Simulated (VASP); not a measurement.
Given:

```yaml
crystal:
  lattice:
    - [0.00000, 2.57527, 2.57527]
    - [2.57527, 0.00000, 2.57527]
    - [2.57527, 2.57527, 0.00000]
  atoms:
    - { symbol: Sr, position: [0.00000, 0.00000, 0.00000] }
    - { symbol: O, position: [0.50000, 0.50000, 0.50000] }
```

The numbers are results of AM05 GGA, VASP's PBE PAW potentials (set 64) (plane waves; VASP), not measurements. Run with 520 eV cut-off, Gaussian smearing of 0.050 eV, potentials Sr_sv O.

Task: Estimate the band gap (along the path) with the smallest direct gap where there is one.

Result: 
```yaml
band gap (along the path): 3.23 eV
smallest direct gap (along the path): 3.32 eV
```

The absolute energy has meaning only against runs of the same code, potentials and settings.

The compound is SrO in the rock salt structure. It was relaxed first.
